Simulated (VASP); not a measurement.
VASP ran on this input.

### POSCAR
```
Au
1
    0.0000000000     2.0400000000     2.0400000000
    2.0400000000     0.0000000000     2.0400000000
    2.0400000000     2.0400000000     0.0000000000
Au
1
Direct
  0.0000000000   0.0000000000   0.0000000000
```

File KPOINTS:
```
Automatic
0
gamma
14 14 14
```

### INCAR
```
GGA=PE   ! PBE
LCHARG=.FALSE.
ISMEAR=1
ALGO=Normal   ! blocked Davidson
SYSTEM=Au
LMAXMIX=6
ENCUT=520
LREAL=.FALSE.
IBRION=2   ! conjugate gradients
ISIF=3   ! ions, shape and volume
NELM=100   ! most electronic steps
LASPH=.TRUE.
EDIFFG=-0.01   ! ionic stop
IVDW=12   ! D3, Becke-Johnson
PREC=Accurate
EDIFF=1E-6
SIGMA=0.1   ! width (eV)
LWAVE=.FALSE.
NSW=60
```

POTCAR, in this order: Au (PBE.64 set). Program: vasp_std.

Problem. Translate this PBE-D3(BJ) calculation to Quantum ESPRESSO's pw.x.

Solution. One equivalent input (not run):
```
&CONTROL
  calculation = 'vc-relax'
  pseudo_dir = './pseudo'
  outdir = './out'
  tprnfor = .true.
  tstress = .true.
  nstep = 60
  forc_conv_thr = 0.00039
/
&SYSTEM
  ibrav = 0
  nat = 1
  ntyp = 1
  ecutwfc = 76
  occupations = 'smearing'
  smearing = 'methfessel-paxton'
  degauss = 0.00735
  input_dft = 'pbe'
  vdw_corr = 'grimme-d3'
  dftd3_version = 4
  dftd3_threebody = .false.
/
&ELECTRONS
  conv_thr = 7.3e-08
  electron_maxstep = 100
/
&IONS
/
&CELL
/
ATOMIC_SPECIES
  Au 196.967 Au.upf
CELL_PARAMETERS angstrom
     0.0000000    2.0400000    2.0400000
     2.0400000    0.0000000    2.0400000
     2.0400000    2.0400000    0.0000000
ATOMIC_POSITIONS crystal
  Au   0.0000000  0.0000000  0.0000000
K_POINTS automatic
  14 14 14 0 0 0
```
The two are equivalent in intent, not identical: the potentials are each code's own (VASP's PAW set, PseudoDojo norm-conserving files in pw.x), so ENCUT and ecutwfc are chosen apart and not converted; conv_thr bounds pw.x's estimated SCF error, while EDIFF bounds the energy change between steps; forc_conv_thr acts on force components and is met together with etot_conv_thr.

The compound is Au in the fcc structure. This run relaxes it. Symmetry was kept, so distortions that lower it aren't found.
